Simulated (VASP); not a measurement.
All values below come from PBEsol GGA, VASP's PBE PAW potentials (set 64) (plane waves; VASP).

VASP input:

KPOINTS:
```
K-points
0
G
 11 11 11
```

POSCAR:
```
CoAl
1
    2.8600000000     0.0000000000     0.0000000000
    0.0000000000     2.8600000000     0.0000000000
    0.0000000000     0.0000000000     2.8600000000
Al Co
1 1
Direct
  0.5000000000   0.5000000000   0.5000000000
  0.0000000000   0.0000000000   0.0000000000
```

### INCAR
```
! general
SYSTEM   =  CoAl
PREC     =  Accurate
ENCUT    =  400
LREAL    =  F
LASPH    =  T

! electronic loop
EDIFF    =  1E-6
NELM     =  100
ALGO     =  Normal
LMAXMIX  =  4

! smearing
ISMEAR   =  1
SIGMA    =  0.1

! functional
GGA      =  PS

! ions
IBRION   =  2
NSW      =  60
ISIF     =  3
EDIFFG   =  -0.01

! output
LWAVE    =  F
LCHARG   =  F
```

POTCAR, in this order: Al Co (PBE.64 set). Program: vasp_std.

The resulting files:

### OUTCAR
```
 ion  position               nearest neighbor table
   1  0.500  0.500  0.500-   2 2.48   2 2.48   2 2.48   2 2.48   2 2.48   2 2.48   2 2.48   2 2.48
  LATTYP: Found a simple cubic cell.
 ALAT       =     2.8600000000
 Subroutine PRICEL returns:
 Original cell was already a primitive cell.
 Subroutine GETGRP returns: Found 48 space group operations
The static configuration has the point symmetry O_h .
The dynamic configuration has the point symmetry O_h .
 Subroutine INISYM returns: Found 48 space group operations
 Subroutine IBZKPT returns following result:
 Found     56 irreducible k-points:

 Following reciprocal coordinates:
            Coordinates               Weight
  0.000000  0.000000  0.000000      1.000000
  0.090909  0.000000  0.000000      6.000000
  0.181818  0.000000  0.000000      6.000000
  0.272727  0.000000  0.000000      6.000000
  0.363636  0.000000  0.000000      6.000000
  0.454545  0.000000  0.000000      6.000000
  0.090909  0.090909  0.000000     12.000000
  0.181818  0.090909  0.000000     24.000000
  0.272727  0.090909  0.000000     24.000000
  0.363636  0.090909  0.000000     24.000000
  0.454545  0.090909  0.000000     24.000000
  0.181818  0.181818  0.000000     12.000000
  0.272727  0.181818  0.000000     24.000000
  0.363636  0.181818  0.000000     24.000000
  0.454545  0.181818  0.000000     24.000000
  0.272727  0.272727  0.000000     12.000000
  0.363636  0.272727  0.000000     24.000000
  0.454545  0.272727  0.000000     24.000000
  0.363636  0.363636  0.000000     12.000000
  0.454545  0.363636  0.000000     24.000000
  0.454545  0.454545  0.000000     12.000000
  0.090909  0.090909  0.090909      8.000000
  0.181818  0.090909  0.090909     24.000000
  0.272727  0.090909  0.090909     24.000000
  0.363636  0.090909  0.090909     24.000000
...
```

**OSZICAR**
```
       N       E                     dE             d eps       ncg     rms          rms(c)
DAV:   1     0.287485568099E+02    0.28749E+02   -0.45758E+03  1152   0.101E+03
DAV:   2    -0.138787365802E+02   -0.42627E+02   -0.40037E+02  1132   0.173E+02
DAV:   3    -0.149462013181E+02   -0.10675E+01   -0.10598E+01  1314   0.360E+01
DAV:   4    -0.149638245925E+02   -0.17623E-01   -0.17617E-01  1394   0.422E+00
DAV:   5    -0.149643100687E+02   -0.48548E-03   -0.48547E-03  1304   0.679E-01    0.132E+01
DAV:   6    -0.182066087322E+02   -0.32423E+01   -0.83653E+01  1270   0.135E+02    0.189E+01
DAV:   7    -0.130812309055E+02    0.51254E+01   -0.36349E+01  1234   0.856E+01    0.190E+00
DAV:   8    -0.130760425447E+02    0.51884E-02   -0.26353E-01  1158   0.431E+00    0.126E+00
DAV:   9    -0.130602869387E+02    0.15756E-01   -0.45738E-02  1346   0.295E+00    0.358E-01
DAV:  10    -0.130595624227E+02    0.72452E-03   -0.21343E-03  1318   0.640E-01    0.147E-01
DAV:  11    -0.130595499829E+02    0.12440E-04   -0.85112E-05  1676   0.109E-01    0.446E-02
DAV:  12    -0.130595369546E+02    0.13028E-04   -0.69541E-05  1316   0.120E-01    0.523E-03
DAV:  13    -0.130595368906E+02    0.64057E-07   -0.65978E-07   616   0.791E-03
   1 F= -.13059537E+02 E0= -.13059368E+02  d E =-.130595E+02
       N       E                     dE             d eps       ncg     rms          rms(c)
DAV:   1    -0.142031184619E+02   -0.11436E+01   -0.15951E+01  1214   0.686E+01    0.977E+00
DAV:   2    -0.156442165174E+02   -0.14411E+01   -0.43409E+01  1274   0.100E+02    0.127E+01
DAV:   3    -0.130882116827E+02    0.25560E+01   -0.20220E+01  1236   0.651E+01    0.179E+00
DAV:   4    -0.130752206201E+02    0.12991E-01   -0.13103E-01  1174   0.328E+00    0.115E+00
DAV:   5    -0.130626168807E+02    0.12604E-01   -0.40861E-02  1482   0.248E+00    0.299E-01
DAV:   6    -0.130623279143E+02    0.28897E-03   -0.13468E-03  1244   0.567E-01    0.893E-02
DAV:   7    -0.130623305560E+02   -0.26417E-05   -0.20543E-05  1350   0.549E-02    0.278E-02
DAV:   8    -0.130623249604E+02    0.55956E-05   -0.30477E-05  1276   0.810E-02    0.486E-03
DAV:   9    -0.130623250923E+02   -0.13195E-06   -0.34650E-07   580   0.660E-03
   2 F= -.13062325E+02 E0= -.13062011E+02  d E =-.278820E-02
       N       E                     dE             d eps       ncg     rms          rms(c)
DAV:   1    -0.133463245896E+02   -0.28400E+00   -0.37908E+00  1200   0.344E+01    0.452E+00
DAV:   2    -0.137271797096E+02   -0.38086E+00   -0.10924E+01  1272   0.485E+01    0.633E+00
DAV:   3    -0.130880329013E+02    0.63915E+00   -0.43558E+00  1290   0.320E+01    0.775E-01
DAV:   4    -0.130828748418E+02    0.51581E-02   -0.15730E-02  1138   0.137E+00    0.377E-01
DAV:   5    -0.130812264873E+02    0.16484E-02   -0.43763E-03  1688   0.724E-01    0.587E-02
DAV:   6    -0.130812376033E+02   -0.11116E-04   -0.92441E-05  1196   0.146E-01    0.147E-02
DAV:   7    -0.130812353283E+02    0.22750E-05   -0.84529E-06  1232   0.492E-02    0.372E-03
DAV:   8    -0.130812353282E+02    0.94133E-10   -0.10825E-06   562   0.151E-02
   3 F= -.13081235E+02 E0= -.13080975E+02  d E =-.216984E-01
```

### OUTCAR
```
------------------------ aborting loop because EDIFF is reached ----------------------------------------
  FORCE on cell =-STRESS in cart. coord.  units (eV):
  Direction    XX          YY          ZZ          XY          YZ          ZX
  --------------------------------------------------------------------------------------
  Total       -0.0004156     -0.0004156     -0.0004156      0.0000000     -0.0000000      0.0000000
  in kB       -0.0296309     -0.0296309     -0.0296309      0.0000000     -0.0000000      0.0000000
  external PRESSURE =      -0.0296309 kB  Pullay stress =       0.0000000 kB
  volume of cell :       22.47
      direct lattice vectors                 reciprocal lattice vectors
     2.821916349 -0.000000000  0.000000000     0.354369115 -0.000000000  0.000000000
     0.000000000  2.821916349 -0.000000000     0.000000000  0.354369115 -0.000000000
    -0.000000000  0.000000000  2.821916349     0.000000000  0.000000000  0.354369115
 POSITION                                       TOTAL-FORCE (eV/Angst)
 -----------------------------------------------------------------------------------
      1.41096      1.41096      1.41096         0.000000     -0.000000      0.000000
      0.00000      0.00000      0.00000        -0.000000      0.000000      0.000000
 -----------------------------------------------------------------------------------
    total drift:                                0.000000      0.000000      0.000000
  FREE ENERGIE OF THE ION-ELECTRON SYSTEM (eV)
  ---------------------------------------------------
  free  energy   TOTEN  =       -13.0812353282 eV

  energy  without entropy=      -13.0804545356  energy(sigma->0) =      -13.08097506

 reached required accuracy - stopping structural energy minimisation
```
(Selected blocks of OUTCAR.)

CONTCAR:
```
CoAl
   1.00000000000000
     2.8219163490188386   -0.0000000000000000    0.0000000000000000
     0.0000000000000000    2.8219163490188386   -0.0000000000000000
    -0.0000000000000000    0.0000000000000000    2.8219163490188386
  Al              Co
     1     1
Direct
     0.5000000000000000    0.5000000000000000    0.5000000000000000
     0.0000000000000000    0.0000000000000000    0.0000000000000000
```

Energy and stress use the plane-wave basis of the starting cell.

The compound is CoAl in the CsCl type structure. This run relaxes it. Symmetry was kept, so distortions that lower it aren't found. The run is not spin-polarised, so no magnetic state was tried.
